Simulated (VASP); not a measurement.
The system is InAs.

```xyz
2
Lattice="0.0000 3.0180 3.0180 3.0180 0.0000 3.0180 3.0180 3.0180 0.0000" Properties=species:S:1:pos:R:3 pbc="T T T"
In    0.0000    0.0000    0.0000
As    1.5090    1.5090    1.5090
```

- Program: VASP 6.6.1
- Task: relaxation of cell and atoms
- Functional: PBE
- Potentials or basis: VASP PAW PBE potentials, release 64 (In_d, As)
- Cutoff: 600 eV
- k mesh: 10 × 10 × 10
- Occupations: gaussian, width 0.03 eV
- Spin: no spin polarisation

At the start: pressure 4.4 GPa; volume 27.49 Å³/atom.

Problem. How do energy, volume and symmetry change on relaxing?

Solution. Over 3 steps the energy falls by 27.1 meV/atom and the volume is 29.62 Å³/atom (+7.8 %); space group F-43m (No. 216, to 0.05 Å).

The path:
| step | energy change (eV) | largest force (eV/Å) | pressure (GPa) | volume (Å³) |
| --- | --- | --- | --- | --- |
| 1 | 0.0000 | 0.0000 | 4.37 | 54.98 |
| 2 | -0.0455 | 0.0000 | -1.45 | 61.16 |
| 3 | -0.0543 | 0.0000 | 0.03 | 59.24 |

Final structure:
```xyz
2
Lattice="0.0000 3.0941 3.0941 3.0941 0.0000 3.0941 3.0941 3.0941 0.0000" Properties=species:S:1:pos:R:3 pbc="T T T"
In    0.0000    0.0000    0.0000
As    1.5471    1.5471    1.5471
```
